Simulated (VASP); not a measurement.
OSZICAR of a VASP run on BSi$_{62}$:

OSZICAR:
```
       N       E                     dE             d eps       ncg     rms          rms(c)
DAV:   1    -0.332687924823E+03   -0.33269E+03   -0.12164E-05   816   0.746E-03    0.244E-03
RMM:   2    -0.332687924570E+03    0.25373E-06   -0.14824E-06   398   0.204E-03    0.109E-03
RMM:   3    -0.332687924594E+03   -0.24058E-07   -0.55195E-07   419   0.112E-03    0.723E-04
RMM:   4    -0.332687924595E+03   -0.89130E-09   -0.70448E-08   203   0.576E-04
   1 F= -.33268792E+03 E0= -.33267159E+03  d E =-.326752E-01  mag=     3.0000
```

Problem. Which electronic solver shows in the log?

Solution. It is blocked Davidson (ALGO = Normal, or the opening steps of other solvers) and then RMM-DIIS (ALGO = Fast or VeryFast). The INCAR had ALGO = Fast.

Problem. How was spin treated?

Solution. Collinear spin (ISPIN = 2): the summary line carries one mag value, 3.00 μB in the cell.

Problem. Can the final energy be trusted as converged?

Solution. Self-consistency was reached. It stopped with EDIFF = 1E-6, NELM = 100 (PBE GGA, plane waves, VASP's PBE PAW potentials (set 64)).   The supercell is sampled at Γ alone, which is coarse: total energies, pressure and levels can be off, energies of defects by several tenths of an eV.

The cell is a supercell with a defect, built from Si (diamond): B_Si-vac_Si. The total moment is imposed (NUPDOWN), so this need not be the lowest spin state.
